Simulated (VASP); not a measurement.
Input of a VASP 6.6.1 run:

The input INCAR:

```
SYSTEM = NaH20ClO10
PREC     = Accurate       ! precision mode
ENCUT    = 520            ! plane-wave cutoff, eV
EDIFF    = 1E-6           ! SCF threshold, eV
ISMEAR   = -1             ! smearing method
SIGMA    = 0.02           ! smearing width, eV
LREAL    = Auto         
LASPH    = .TRUE.         ! aspherical terms in the spheres
NELM     = 100            ! most SCF steps
ALGO     = Normal         ! electronic algorithm
ISIF     = 2              ! what is computed and relaxed
LWAVE    = .FALSE.        ! write WAVECAR
LCHARG   = .TRUE.         ! write CHGCAR
GGA      = CA             ! functional
LELF     = .TRUE.         ! ELF
LVHAR    = .TRUE.       
NBANDS   = 69             ! bands
```

KPOINTS

```
regular mesh
0
G
  1 1 1
  0 0 0
```

The input POSCAR:

```
NaH20ClO10
1.0
    7.6471670000      0.0000000000      0.0000000000
    0.0000000000      7.6471670000      0.0000000000
    0.0000000000      0.0000000000      7.6471670000
O H Na Cl
10 20 1 1
Direct
    0.1356580810      0.9271145772      0.2475688055
    1.0246539666      0.0433363100      0.6915109870
    0.6678420911      0.8691453972      0.3483119958
    0.6074275611      0.9072510120      0.6730727863
    0.4147418253      0.5300525018      0.3293114954
    0.4252293693      0.2394350745      0.6963624568
    0.3377852216      0.7791905159     -0.0945709699
    0.8821436749      0.7665322334      0.0836911238
    0.2774883823      0.2599655533      0.2819606267
    0.7165790939      0.5070897497      0.5875378424
    0.0470370269      0.8465880240      0.1995902535
    0.1453087137      0.9283176371      0.3821938242
    0.9799838293      0.1343634839      0.7652245596
    1.1627704743      0.0608591391      0.6803042225
    0.6852472295      0.9903013757      0.3191116396
    0.5388531465      0.8433188395      0.3191901001
    0.6392171114      0.9049756596      0.5518775777
    0.7218751729      0.9132924650      0.7172983145
    0.4124010892      0.4404245389      0.2425865683
    0.3209554597      0.4926661076      0.3999128043
    0.5092343348      0.1388095748      0.7032669746
    0.3852668576      0.2298890556      0.8187868789
    0.3726216519      0.9045702807     -0.0849464906
    0.1925811219      0.7808643384     -0.0846849559
    0.7952225968      0.7700106458      0.1789290073
    0.9204715943      0.6328879701      0.0601922254
    0.3408059481      0.1847481558      0.2066124618
    0.1614454085      0.1761436621      0.2950504416
    0.6295926321      0.4791970674      0.4894492300
    0.7969094960      0.4215417291      0.6378571306
    0.5498637600      0.6388771162      0.7846827459
    0.5374800890      0.0597476163      1.0913976378
```

Potentials or basis: VASP PAW LDA potentials, release 64 (O, H, Na_pv, Cl).

The run is started by

```sh
$ cat potpaw_LDA.64/O/POTCAR potpaw_LDA.64/H/POTCAR potpaw_LDA.64/Na_pv/POTCAR potpaw_LDA.64/Cl/POTCAR > POTCAR
$ mpirun -np 1 vasp_gam > vasp.out
```

Problem. Predict the largest force.

Solution. 5.523 eV/Å.

Problem. What does it give for the band gap on the k mesh?

Solution. 2.76 eV, direct.

Problem. Predict the pressure.

Solution. -1.1 GPa.

Forces in eV/Å, atoms in the order of the input:
```
O    1.067  1.124  2.462
O    2.976 -0.646 -1.008
O   -1.071 -2.212  0.905
O   -1.792  0.389  1.524
O    2.596  2.741  0.441
O   -0.060 -0.691  0.821
O   -4.524 -0.024 -0.139
O    1.645 -3.507 -1.452
O   -5.091 -1.330  1.679
O   -0.623  0.846 -0.223
H   -0.673 -0.195  0.187
H   -0.561 -0.555 -2.365
H    0.039  0.616  0.625
H   -2.824  0.082  0.398
H   -0.227  1.028 -0.949
H    1.692  0.410 -0.088
H   -0.033 -0.506 -2.667
H    2.165  0.314  1.588
H   -0.126 -0.974 -0.845
H   -1.342 -0.710  1.053
H   -0.060 -0.001 -0.565
H    0.016  0.314  0.091
H    0.143 -0.184  0.562
H    4.177  0.159 -0.166
H   -0.631  0.075  0.636
H   -1.159  3.247  0.930
H    1.722 -1.606 -1.444
H    2.648  1.833 -0.509
H    0.920 -0.420  0.841
H   -0.650 -0.430 -0.980
Na  -0.121 -0.017 -0.059
Cl  -0.239  0.827 -1.285
```
